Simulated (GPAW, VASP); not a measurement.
An input for GPAW (PBEsol, GPAW PAW datasets PBEsol (made by gpaw-setup)):

```
from ase import Atoms
from ase.units import GPa
from gpaw import GPAW, PW, FermiDirac

atoms = Atoms(['Ag', 'Ag', 'Ag', 'Pd'],
              cell=[[-2.034425, 2.034425, 4.020455],
                    [2.034425, -2.034425, 4.020455],
                    [2.034425, 2.034425, -4.020455]],
              positions=[[0.000000, 2.034425, 2.010228],
                         [2.034425, 0.000000, 2.010228],
                         [0.000000, 0.000000, 4.020455],
                         [0.000000, 0.000000, 0.000000]],
              pbc=True)

calc = GPAW(mode=PW(550),
            xc='PBEsol',
            kpts=(9, 9, 9),
            occupations=FermiDirac(0.136),
            nbands=-8,
            symmetry={'symmorphic': False, 'tolerance': 0.0005},
            maxiter=100,
            txt='-')

atoms.calc = calc

energy = atoms.get_potential_energy()
print('Energy (eV):', round(energy, 6))
forces = atoms.get_forces()
print('Forces (eV/Ang):')
print(forces.round(5))
stress = atoms.get_stress()
print('Stress (GPa, Voigt):', (stress / GPa).round(4))
```

**Question.** Write the VASP files for the same calculation.

**Answer.** One set of files that does it:

INCAR:
```
ALGO  =  Normal
EDIFF  =  1E-6
ENCUT  =  300
GGA  =  PS
ISIF  =  2
ISMEAR  =  -1
LASPH  =  .TRUE.
LCHARG  =  .FALSE.
LMAXMIX  =  4
LREAL  =  .FALSE.
LWAVE  =  .FALSE.
NELM  =  100
PREC  =  Accurate
SIGMA  =  0.136
SYSTEM  =  Ag3Pd
```

POSCAR:
```
Ag3Pd
8.040910
 -0.2530092987   0.2530092987   0.5000000000
  0.2530092987  -0.2530092987   0.5000000000
  0.2530092987   0.2530092987  -0.5000000000
Ag Pd
3 1
direct
  0.7500000000   0.2500000000   0.5000000000
  0.2500000000   0.7500000000   0.5000000000
  0.5000000000   0.5000000000   0.0000000000
  0.0000000000   0.0000000000   0.0000000000
```

KPOINTS:
```
kpoints
0
G
 9 9 9
```

POTCAR, in this order: Ag Pd (PBE.64 set). Program: vasp_std.

Both are inputs of real runs that ended normally. What can't carry over is the choice of potentials or basis and its cut-off, and each code's defaults.

The structure comes from a computed database's Ag3Pd entry; how it stands against other phases isn't given here. The cell was not relaxed at this level, and it may have been scaled.
